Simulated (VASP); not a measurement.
A convergence study with VASP on SnTe (rock salt): one setting is varied, all else stays as given below, so the limit is that of these other settings. The cell's lengths are 1 % over those of the tabulated start and one atom is moved, so it is off equilibrium.

```yaml
crystal:
  lattice:
    - [0.00000, 3.19160, 3.19160]
    - [3.19160, 0.00000, 3.19160]
    - [3.19160, 3.19160, 0.00000]
  atoms:
    - { symbol: Sn, position: [0.00000, 0.00000, 0.00000] }
    - { symbol: Te, position: [0.49051, 0.50949, 0.50949] }
```

All values below come from LDA (Ceperley-Alder, Perdew-Zunger), VASP's LDA PAW potentials (set 64) (plane waves; VASP 6.6.1). The tightest run used: 1000 eV cut-off, 8×8×8 Γ-centred mesh, Gaussian smearing of 0.050 eV, potentials Sn_d Te.

Unless said otherwise, spin-orbit coupling is left out, though it shifts the bands of the heavy elements here. Gaps are read on the run's mesh, which can miss a band edge.

Q: The settings run are ENCUT = 150; ENCUT = 200; ENCUT = 250; ENCUT = 300; ENCUT = 350; ENCUT = 400; ENCUT = 450; ENCUT = 500; ENCUT = 550; ENCUT = 600; ENCUT = 650; ENCUT = 700; ENCUT = 750; ENCUT = 800; ENCUT = 850; ENCUT = 1000. From which on does the energy per atom stay within 0.005 eV/atom of the tightest run?

A: From ENCUT = 250 on: it is off by 0.0005 there and by no more than 0.005 in any finer run, while ENCUT = 200 is off by 0.0531.
```tsv
setting	E (eV/atom)	pressure (GPa)	largest force (eV/Å)	gap on the mesh (eV)	plane waves	difference judged (eV/atom)
ENCUT = 150	-2.4370	-106.72	0.049	0.167	290	1.9582
ENCUT = 200	-4.3421	-10.89	0.039	0.150	444	0.0531
ENCUT = 250	-4.3947	-3.02	0.040	0.150	604	0.0005
ENCUT = 300	-4.3947	-3.12	0.039	0.150	778	0.0006
ENCUT = 350	-4.3944	-3.11	0.039	0.150	982	0.0008
ENCUT = 400	-4.3952	-2.96	0.039	0.150	1243	0.0001
ENCUT = 450	-4.3953	-2.92	0.039	0.150	1424	0.0001
ENCUT = 500	-4.3952	-2.94	0.039	0.150	1676	0.0000
ENCUT = 550	-4.3952	-2.94	0.039	0.150	1924	0.0000
ENCUT = 600	-4.3952	-2.93	0.039	0.150	2200	0.0000
ENCUT = 650	-4.3952	-2.92	0.039	0.150	2469	0.0000
ENCUT = 700	-4.3952	-2.92	0.039	0.150	2764	0.0000
ENCUT = 750	-4.3952	-2.92	0.039	0.150	3071	0.0000
ENCUT = 800	-4.3952	-2.92	0.039	0.150	3383	0.0000
ENCUT = 850	-4.3952	-2.92	0.039	0.150	3695	0.0000
ENCUT = 1000	-4.3952	-2.92	0.039	0.150	4720	0.0000
```

Left out are rungs that failed or repeat a setting and relaxations that didn't move; long series are thinned to 24 rows.

The compound is SnTe in the rock salt structure, which distorts at low temperature. The cell was not relaxed at this level, it is distorted from the ideal structure.
